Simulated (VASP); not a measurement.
## CoSn: how cutoff and mesh change the relaxed cell

Aim: test the relaxed volume of CoSn against cutoff and mesh. The starting structure is a computed structure from the Materials Project. The first relaxation on each setting starts from this cell expanded by 3 % in volume.

Main program and level: VASP 6.6.1; Kohn-Sham DFT with plane waves and PAW; PBEsol.

## (1) The starting structure

It takes space group P6/mmm (No. 191, hexagonal). Conventional cell: a = 5.246 Å, b = 5.246 Å, c = 4.188 Å, α = 90.00°, β = 90.00°, γ = 120.00°. Sn has 6 Co at 2.62 Å nearest. Nearest to Sn lie 6 Co at 2.58 Å. Co has 6 Sn at 2.58 to 2.62 Å and 4 Co at 2.62 Å nearest. Farther neighbours are not listed.

## (2) Reference relaxation

This run starts from the cell of an earlier relaxation, which isn't shown; the restart sets up the plane waves anew.

File INCAR:

```
SYSTEM = CoSn
PREC = Accurate
ENCUT = 450
EDIFF = 1E-06
NELM = 100
ISMEAR = 1
SIGMA = 0.15
LREAL = .FALSE.
ALGO = Normal
GGA = PS
NBANDS = 49
ISPIN = 2
MAGMOM = 0 0 0 2 2 2
LASPH = .TRUE.
LMAXMIX = 4
LORBIT = 11
LWAVE = .FALSE.
LCHARG = .FALSE.
KPAR = 8
IBRION = 2
NSW = 50
ISIF = 3
EDIFFG = -0.006
```

File POSCAR:

```
CoSn
1.0
    5.2213762160      0.0000000000      0.0000000000
   -2.6106881080      4.5218444457      0.0000000000
    0.0000000000      0.0000000000      4.1639624131
Sn Co
3 3
Direct
    0.0000000000      0.0000000000      0.0000000000
    0.3333333333      0.6666666667      0.5000000000
    0.6666666667      0.3333333333      0.5000000000
    0.5000000000      0.0000000000      0.0000000000
    0.5000000000      0.5000000000      0.0000000000
    0.0000000000      0.5000000000      0.0000000000
```

File KPOINTS:

```
Automatic mesh
0
Gamma
9 9 8
0 0 0
```

The projector-augmented-wave data sets are Sn_d and Co (PBE family, release 64).

Command:

```console
$ mpirun -np 8 vasp_std
```

Log:

```text
[banner, memory and clock lines left out]
running    8 mpi-ranks, on    1 nodes
 distrk:  each k-point on    1 cores,    8 groups
 distr:  one band on    1 cores,    1 groups

 POSCAR found type information on POSCAR SnCo
 POSCAR found :  2 types and       6 ions
|                                                                             |
|           W    W    AA    RRRRR   N    N  II  N    N   GGGG   !!!           |
|           W    W   A  A   R    R  NN   N  II  NN   N  G    G  !!!           |
|           W    W  A    A  R    R  N N  N  II  N N  N  G       !!!           |
|           W WW W  AAAAAA  RRRRR   N  N N  II  N  N N  G  GGG   !            |
|           WW  WW  A    A  R   R   N   NN  II  N   NN  G    G                |
|           W    W  A    A  R    R  N    N  II  N    N   GGGG   !!!           |
|                                                                             |
|     For optimal performance we recommend to set                             |
|       NCORE = 2 up to number-of-cores-per-socket                            |
|     NCORE specifies how many cores store one orbital (NPAR=cpu/NCORE).      |
|     This setting can greatly improve the performance of VASP for DFT.       |
|     The default, NCORE=1 might be grossly inefficient on modern             |
|     multi-core architectures or massively parallel machines. Do your        |
|     Unfortunately you need to use the default for GW and RPA                |
|     calculations (for HF NCORE is supported but not extensively tested      |
|     yet).                                                                   |
|                                                                             |

|                                                                             |
|               ----> ADVICE to this user running VASP <----                  |
|                                                                             |
|     You enforced a specific xc type in the INCAR file but a different       |
|     [... a line on the potential file left out ...]
|     I HOPE YOU KNOW WHAT YOU ARE DOING!                                     |
|                                                                             |

 LDA part: xc-table for (Slater+PW92), standard interpolation
 POSCAR, INCAR and KPOINTS ok, starting setup
 FFT: planning ... GRIDC
 FFT: planning ... GRID_SOFT
 FFT: planning ... GRID
 WAVECAR not read
 entering main loop
       N       E                     dE             d eps       ncg     rms          rms(c)
DAV:   1     0.664943100460E+03    0.66494E+03   -0.27467E+04 12280   0.207E+03
DAV:   2     0.679245365431E+02   -0.59702E+03   -0.56927E+03 11760   0.527E+02
DAV:   3    -0.339302930866E+02   -0.10185E+03   -0.98708E+02 12155   0.196E+02
DAV:   4    -0.390582335381E+02   -0.51279E+01   -0.51037E+01 13548   0.504E+01
DAV:   5    -0.392123408534E+02   -0.15411E+00   -0.15408E+00 16456   0.782E+00    0.184E+01
DAV:   6    -0.437075627657E+02   -0.44952E+01   -0.31150E+01 14030   0.578E+01    0.223E+01
DAV:   7    -0.369880245573E+02    0.67195E+01   -0.19834E+01 13906   0.444E+01    0.646E+00
DAV:   8    -0.369830335189E+02    0.49910E-02   -0.16825E+00 14291   0.893E+00    0.269E+00
DAV:   9    -0.369721818214E+02    0.10852E-01   -0.26051E-01 13812   0.453E+00    0.130E+00
DAV:  10    -0.369721971517E+02   -0.15330E-04   -0.22322E-02 15342   0.132E+00    0.445E-01
DAV:  11    -0.369701377573E+02    0.20594E-02   -0.42520E-03 14985   0.571E-01    0.166E-01
DAV:  12    -0.369700872629E+02    0.50494E-04   -0.87440E-04 13420   0.246E-01    0.761E-02
DAV:  13    -0.369700978719E+02   -0.10609E-04   -0.10629E-04 14958   0.864E-02    0.344E-02
DAV:  14    -0.369701013321E+02   -0.34603E-05   -0.19688E-05 14980   0.321E-02    0.138E-02
DAV:  15    -0.369701031365E+02   -0.18044E-05   -0.38054E-06 11972   0.181E-02    0.533E-03
DAV:  16    -0.369701030337E+02    0.10288E-06   -0.56755E-07  8151   0.635E-03
   1 F= -.36970103E+02 E0= -.36974619E+02  d E =-.369701E+02  mag=    -0.0000
 curvature:   0.00 expect dE= 0.000E+00 dE for cont linesearch  0.000E+00
 trial: gam= 0.00000 g(F)=  0.453E-47 g(S)=  0.144E-04 ort = 0.000E+00 (trialstep = 0.100E+01)
 search vector abs. value=  0.144E-04
 bond charge predicted
       N       E                     dE             d eps       ncg     rms          rms(c)
DAV:   1    -0.369703637326E+02   -0.26060E-03   -0.39691E-03 13514   0.695E-01    0.124E-01
DAV:   2    -0.369705733513E+02   -0.20962E-03   -0.19609E-03 13416   0.501E-01    0.163E-01
DAV:   3    -0.369701286356E+02    0.44472E-03   -0.10312E-03 13815   0.367E-01    0.381E-02
DAV:   4    -0.369701040167E+02    0.24619E-04   -0.72887E-05 15865   0.846E-02    0.751E-03
DAV:   5    -0.369701040462E+02   -0.29519E-07   -0.69303E-06 13817   0.250E-02
   2 F= -.36970104E+02 E0= -.36974617E+02  d E =-.101258E-05  mag=    -0.0000
 trial-energy change:   -0.000001  1 .order    0.000007   -0.000014    0.000028
 step:   0.6052(harm=  0.3357)  dis= 0.00000  next Energy=   -36.970109 (dE=-0.613E-05)
 bond charge predicted
       N       E                     dE             d eps       ncg     rms          rms(c)
DAV:   1    -0.369701480268E+02   -0.44010E-04   -0.60864E-04 13609   0.272E-01    0.487E-02
DAV:   2    -0.369701796859E+02   -0.31659E-04   -0.30206E-04 13455   0.197E-01    0.641E-02
DAV:   3    -0.369701118243E+02    0.67862E-04   -0.15903E-04 13749   0.144E-01    0.151E-02
DAV:   4    -0.369701077295E+02    0.40948E-05   -0.11332E-05 15671   0.335E-02    0.302E-03
DAV:   5    -0.369701071114E+02    0.61801E-06   -0.87996E-07  6590   0.970E-03
   3 F= -.36970107E+02 E0= -.36974622E+02  d E =-.407779E-05  mag=     0.0000
 curvature:  -0.14 expect dE=-0.614E-07 dE for cont linesearch -0.596E-07
 trial: gam=-0.14154 g(F)=  0.334E-47 g(S)=  0.438E-06 ort = 0.247E-05 (trialstep = 0.921E+00)
 search vector abs. value=  0.263E-07
 reached required accuracy - stopping structural energy minimisation
```

It took 72 s on 8 MPI ranks of Intel Xeon 6975P-C (Granite Rapids), shared host; peak memory 3.7 GiB.

The logs omit lines about the potential files and the build; timing stands in the text.

OUTCAR, selected parts (step 2):

```text
ion  position               nearest neighbor table
   1  0.000  0.000  0.000-   5 2.61   6 2.61   6 2.61   5 2.61   4 2.61   4 2.61   3 3.66   3 3.66
                             2 3.66   2 3.66   2 3.66   3 3.66   2 3.66   3 3.66   2 3.66   3 3.66
   2  0.333  0.667  0.500-   4 2.57   4 2.57   6 2.57   6 2.57   5 2.57   5 2.57   3 3.01   3 3.01
                             3 3.01   1 3.66   1 3.66   1 3.66   1 3.66   1 3.66   1 3.66
   3  0.667  0.333  0.500-   4 2.57   4 2.57   6 2.57   6 2.57   5 2.57   5 2.57   2 3.01   2 3.01
                             2 3.01   1 3.66   1 3.66   1 3.66   1 3.66   1 3.66   1 3.66
   4  0.500  0.000  0.000-   2 2.57   3 2.57   2 2.57   3 2.57   5 2.61   6 2.61   5 2.61   6 2.61
                             1 2.61   1 2.61
   5  0.500  0.500  0.000-   2 2.57   3 2.57   2 2.57   3 2.57   1 2.61   4 2.61   4 2.61   1 2.61
                             6 2.61   6 2.61
   6  0.000  0.500  0.000-   2 2.57   3 2.57   2 2.57   3 2.57   1 2.61   4 2.61   1 2.61   4 2.61
                             5 2.61   5 2.61

  LATTYP: Found a hexagonal cell.
 ALAT       =     5.2213762160
 C/A-ratio  =     0.7974836979

 Subroutine GETGRP returns: Found 24 space group operations
 (whereof 24 operations were pure point group operations)

The static configuration has the point symmetry D_6h.

 Found     60 irreducible k-points:

   k-points           NKPTS =     60   k-points in BZ     NKDIM =     60   number of bands    NBANDS=     49

   dimension x,y,z NGX =    36 NGY =   36 NGZ =   30
   dimension x,y,z NGXF=    72 NGYF=   72 NGZF=   60

   ENCUT  =  450.0 eV  33.07 Ry    5.75 a.u.   9.03  9.03  7.20*2*pi/ulx,y,z

   NELECT =      69.0000    total number of electrons

 k-points in reciprocal lattice and weights: Automatic mesh
   0.00000000  0.00000000  0.00000000       0.002
   0.11111111 -0.00000000  0.00000000       0.009
   0.22222222  0.00000000  0.00000000       0.009
   0.33333333 -0.00000000  0.00000000       0.009
   0.44444444  0.00000000  0.00000000       0.009
   0.11111111  0.11111111  0.00000000       0.009
   0.22222222  0.11111111  0.00000000       0.019
   0.33333333  0.11111111  0.00000000       0.019
   0.44444444  0.11111111  0.00000000       0.009
[...]
0.33333333  0.22222222  0.50000000       0.019
   0.33333333  0.33333333  0.50000000       0.003

 average (electrostatic) potential at core
       1 -96.4210       2 -96.3122       3 -96.3122       4 -77.5290       5 -77.5290
       6 -77.5290

 E-fermi :  10.1681

 spin component 1
 k-point     1 :       0.0000    0.0000    0.0000
  band No.  band energies     occupation
    ...
     30       9.7457      1.00025
     31       9.7685      1.00054
     32       9.7685      1.00054
     33       9.7855      1.00092
     34       9.7855      1.00092
     35      10.7355     -0.00000
     36      10.8878     -0.00000
     37      11.6328     -0.00000
     38      11.6328     -0.00000
     39      13.2157      0.00000
    ...

 k-point     2 :       0.1111   -0.0000    0.0000
  band No.  band energies     occupation
    ...
     30       9.7118      1.00007
     31       9.7684      1.00054
     32       9.7799      1.00077
     33       9.8128      1.00204
     34       9.8697      1.00827
     35      10.7367     -0.00000
     36      11.0799     -0.00000
     37      11.6879     -0.00000
     38      11.7724     -0.00000
     39      13.2995      0.00000
    ...

 k-point     3 :       0.2222    0.0000    0.0000
  band No.  band energies     occupation
    ...
     30       9.6038      1.00000
     31       9.7250      1.00012
     32       9.7765      1.00070
     33       9.8845      1.01120
     34      10.1319      0.69793
     35      10.7844     -0.00000
     36      11.3706     -0.00000
     37      11.9192     -0.00000
     38      12.4017     -0.00000
     39      13.6359      0.00000
    ...

 k-point     4 :       0.3333   -0.0000    0.0000
  band No.  band energies     occupation
    ...
     29       8.8239      1.00000
     30       9.4427      1.00000
     31       9.6373      1.00000
     32       9.7753      1.00067
     33       9.8612      1.00686
     34      10.5713     -0.00048
     35      10.8858     -0.00000
     36      11.6335     -0.00000
     37      12.4827     -0.00000
     38      13.0021     -0.00000
    ...

 k-point     5 :       0.4444    0.0000    0.0000
  band No.  band energies     occupation
    ...
     29       8.9786      1.00000
     30       9.2719      1.00000
     31       9.5663      1.00000
     32       9.7748      1.00066
     33       9.7887      1.00101
     34      10.9464     -0.00000
     35      11.1129     -0.00000
     36      11.9132     -0.00000
     37      12.2453     -0.00000
     38      12.9616     -0.00000
    ...

 k-point     6 :       0.1111    0.1111    0.0000
  band No.  band energies     occupation
    ...
     30       9.6549      1.00001
     31       9.7545      1.00034
     32       9.7570      1.00037
     33       9.8577      1.00635
     34      10.0507      0.98554
     35      10.7573     -0.00000
     36      11.2671     -0.00000
     37      11.9813     -0.00000
     38      12.0866     -0.00000
     39      13.5067      0.00000
    ...

  Total       -0.0015626     -0.0015626     -0.0070434      0.0000000      0.0000000      0.0000000
  in kB       -0.0254741     -0.0254741     -0.1148213      0.0000000      0.0000000      0.0000000
  external PRESSURE =      -0.0552565 kB  Pullay stress =       0.0000000 kB

  energy-cutoff  :      450.00
  volume of cell :       98.28
      direct lattice vectors                 reciprocal lattice vectors
     5.221028142  0.000000000  0.000000000     0.191533156  0.110581719  0.000000000
    -2.610514071  4.521543004 -0.000000000    -0.000000000  0.221163439  0.000000000
    -0.000000000 -0.000000000  4.163201018    -0.000000000  0.000000000  0.240199788

 POSITION                                       TOTAL-FORCE (eV/Angst)
 -----------------------------------------------------------------------------------
      0.00000      0.00000      0.00000        -0.000000     -0.000000      0.000000
     -0.00000      3.01436      2.08160        -0.000000     -0.000000     -0.000000
      2.61051      1.50718      2.08160         0.000000      0.000000      0.000000
      2.61051      0.00000      0.00000        -0.000000     -0.000000      0.000000
      1.30526      2.26077     -0.00000        -0.000000      0.000000      0.000000
     -1.30526      2.26077     -0.00000        -0.000000     -0.000000      0.000000
 -----------------------------------------------------------------------------------
    total drift:                                0.000000      0.000000     -0.000000

  FREE ENERGIE OF THE ION-ELECTRON SYSTEM (eV)
  ---------------------------------------------------
  free  energy   TOTEN  =       -36.9701071114 eV

  energy  without entropy=      -36.9836506911  energy(sigma->0) =      -36.97462164

 reached required accuracy - stopping structural energy minimisation

 total charge
# of ion       s       p       d       tot
------------------------------------------
    1        1.155   1.135  10.051  12.341
    2        1.127   1.292  10.083  12.502
    3        1.127   1.292  10.083  12.502
    4        0.410   0.487   7.494   8.392
    5        0.410   0.487   7.494   8.392
    6        0.410   0.487   7.494   8.392
--------------------------------------------------
tot          4.640   5.181  52.700  62.521

 magnetization (x)
# of ion       s       p       d       tot
------------------------------------------
    1       -0.000  -0.000  -0.000  -0.000
    2        0.000   0.000  -0.000   0.000
    3        0.000   0.000  -0.000   0.000
    4        0.000  -0.000   0.000   0.000
    5        0.000  -0.000   0.000   0.000
    6        0.000  -0.000   0.000   0.000
--------------------------------------------------
tot          0.000  -0.000   0.000   0.000

[... 1 further part left out ...]
```

The moments of the start collapse, so the state is non-magnetic; other starts or orders were not tried. The PAW data sets were made with PBE, which is usual practice but a small mismatch for other functionals. The run keeps the 24 symmetry operations of its start, so it cannot find a distortion of lower symmetry.

The reference relaxation ends at 16.380 Å³ an atom.

## (3) Relaxation with a cutoff of 270 eV

Against step 2 the input has ENCUT = 270. This run starts from the cell of an earlier relaxation, which isn't shown; the restart sets up the plane waves anew.

Changes to INCAR since step 2:

```diff
@@ -2,3 +2,3 @@
 PREC = Accurate
-ENCUT = 450
+ENCUT = 270
 EDIFF = 1E-06
```

Changes to POSCAR since step 2:

```diff
@@ -2,5 +2,5 @@
 1.0
-    5.2213762160      0.0000000000      0.0000000000
-   -2.6106881080      4.5218444457      0.0000000000
-    0.0000000000      0.0000000000      4.1639624131
+    5.2142264857      0.0000000000      0.0000000000
+   -2.6071132428      4.5156525977      0.0000000000
+    0.0000000000      0.0000000000      4.1581508937
 Sn Co
```

KPOINTS is that of step 2.

Command:

```console
$ mpirun -np 8 vasp_std
```

Log:

```text
[banner, memory and clock lines left out]
running    8 mpi-ranks, on    1 nodes
[...]
[... a notice as in an earlier step ...]

 [... a notice as in an earlier step ...]

 LDA part: xc-table for (Slater+PW92), standard interpolation
 POSCAR, INCAR and KPOINTS ok, starting setup
[...]
entering main loop
       N       E                     dE             d eps       ncg     rms          rms(c)
DAV:   1     0.536297169329E+03    0.53630E+03   -0.20266E+04 12280   0.149E+03
DAV:   2     0.362271857765E+02   -0.50007E+03   -0.47759E+03 11768   0.413E+02
DAV:   3    -0.363805802450E+02   -0.72608E+02   -0.70881E+02 12811   0.152E+02
DAV:   4    -0.391078865509E+02   -0.27273E+01   -0.27199E+01 13339   0.347E+01
[...]
DAV:  14    -0.369722223075E+02   -0.24015E-05   -0.21062E-05 14974   0.323E-02    0.139E-02
DAV:  15    -0.369722240577E+02   -0.17502E-05   -0.36415E-06 11782   0.171E-02    0.530E-03
DAV:  16    -0.369722242531E+02   -0.19538E-06   -0.59768E-07  8125   0.588E-03
[...]
DAV:   6    -0.369719400277E+02    0.17919E-04   -0.79753E-05 13937   0.631E-02    0.108E-02
DAV:   7    -0.369719400294E+02   -0.16680E-08   -0.37948E-06 12181   0.147E-02
   2 F= -.36971940E+02 E0= -.36976364E+02  d E =0.284224E-03  mag=    -0.0000
 trial-energy change:    0.000284  1 .order    0.000528   -0.001744    0.002801
 step:   0.4639(harm=  0.3837)  dis= 0.00000  next Energy=   -36.972653 (dE=-0.429E-03)
[...]
N       E                     dE             d eps       ncg     rms          rms(c)
DAV:   1    -0.369838039915E+02   -0.11864E-01   -0.15880E-01 13095   0.428E+00    0.808E-01
DAV:   2    -0.369924224616E+02   -0.86185E-02   -0.81421E-02 13495   0.288E+00    0.106E+00
DAV:   3    -0.369736912118E+02    0.18731E-01   -0.42353E-02 13565   0.214E+00    0.245E-01
DAV:   4    -0.369726671076E+02    0.10241E-02   -0.30318E-03 15611   0.514E-01    0.465E-02
DAV:   5    -0.369726111082E+02    0.55999E-04   -0.20606E-04 14357   0.131E-01    0.112E-02
DAV:   6    -0.369726038303E+02    0.72779E-05   -0.16180E-05 13268   0.297E-02    0.636E-03
DAV:   7    -0.369726033075E+02    0.52279E-06   -0.80258E-07  7499   0.880E-03
   3 F= -.36972603E+02 E0= -.36977054E+02  d E =-.379054E-03  mag=    -0.0000
[...]
reached required accuracy - stopping structural energy minimisation
```

The job ended after 36 s (8 MPI ranks; peak memory 2.2 GiB; 4.4 min of CPU time).

From OUTCAR (step 3):

```text
  Total       -0.0050598     -0.0050598     -0.0250778     -0.0000000     -0.0000000     -0.0000000
  in kB       -0.0830495     -0.0830495     -0.4116153     -0.0000000     -0.0000000     -0.0000000
  external PRESSURE =      -0.1925714 kB  Pullay stress =       0.0000000 kB

 POSITION                                       TOTAL-FORCE (eV/Angst)
 -----------------------------------------------------------------------------------
     -2.60467      4.51142     -0.00000        -0.000000      0.000000     -0.000000
     -0.00000      3.00761      2.07674         0.000000     -0.000000     -0.000000
      2.60467      1.50381      2.07674        -0.000000      0.000000      0.000000
      0.00000      4.51142     -0.00000        -0.000000      0.000000     -0.000000
      1.30233      2.25571     -0.00000        -0.000000      0.000000     -0.000000
     -1.30233      2.25571     -0.00000        -0.000000      0.000000     -0.000000
 -----------------------------------------------------------------------------------
    total drift:                               -0.000000      0.000000      0.000000

  FREE ENERGIE OF THE ION-ELECTRON SYSTEM (eV)
  ---------------------------------------------------
  free  energy   TOTEN  =       -36.9726033075 eV

  energy  without entropy=      -36.9859550132  energy(sigma->0) =      -36.97705388

 magnetization (x)
# of ion       s       p       d       tot
------------------------------------------
    1       -0.000   0.000  -0.000   0.000
    2        0.000   0.000   0.000   0.000
    3        0.000   0.000   0.000   0.000
    4       -0.000  -0.000  -0.000  -0.000
    5       -0.000  -0.000  -0.000  -0.000
    6       -0.000  -0.000  -0.000  -0.000
--------------------------------------------------
tot          0.000   0.000  -0.000  -0.000

[... 2 parts as in an earlier step ...]

[... 2 further parts left out ...]
[key lines of the parts left out:]
E-fermi :  10.2661
```

With a cutoff of 270 eV the cell ends at 16.269 Å³ an atom, -0.68 % from the reference.

(Part 1 of 2 ends here.)

[Lines on the potential files, build, host, timing and source positions are cut from VASP's logs without a mark.]

[Logs are printed without paths, hosts, clocks, repeated set-up lines and the standing remarks that a program may print on its own settings, such as how far it seeks lower states.]

[Hosts, paths, dates, database ids (printed as entryN), source tags and the programs' standing remarks are cut or masked in the printed files.]
